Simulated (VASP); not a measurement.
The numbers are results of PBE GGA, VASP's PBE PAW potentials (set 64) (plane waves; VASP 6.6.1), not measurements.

The input files of a VASP run:

**INCAR**
```
# general
SYSTEM  = AgAs
PREC    = Accurate
ENCUT   = 300
LREAL   = .False.
LASPH   = .True.

# electronic loop
EDIFF   = 1E-6
NELM    = 100
ALGO    = Normal
LMAXMIX = 4

# smearing
ISMEAR  = 0
SIGMA   = 0.136

# functional
GGA     = PE

# ions
ISIF    = 2

# output
LWAVE   = .False.
LCHARG  = .False.
```

POSCAR:
```
AgAs
1
    3.2085120000     0.0000000000     0.0000000000
    0.0000000000     3.2085120000     0.0000000000
    0.0000000000     0.0000000000     3.2085120000
Ag As
1 1
Direct
  0.0032800000   0.0070190000   0.0022000000
  0.4967200000   0.4929810000   0.4978000000
```

KPOINTS:
```
Automatic mesh
0
Gamma
5 5 5
0 0 0
```

POTCAR, in this order: Ag As (PBE.64 set). Program: vasp_std.

**Question.** What will the output report for the number of irreducible k-points (NKPTS), largest plane-wave count, number of space-group operations, FFT grid (NGX, NGY, NGZ)?

**Answer.** 
```yaml
number of irreducible k-points (NKPTS): 63
largest_plane_wave_count: 397
number_of_space_group_operations: 1
FFT grid (NGX, NGY, NGZ): 18 × 18 × 18
```

The structure was generated: AgAs was put into an ordered model structure, which need not be its known phase. The cell was not relaxed at this level, atoms are displaced from their ideal sites. The k-mesh is coarse (spacing up to 0.39 per Å, 2π included), so the numbers may not be converged in it.
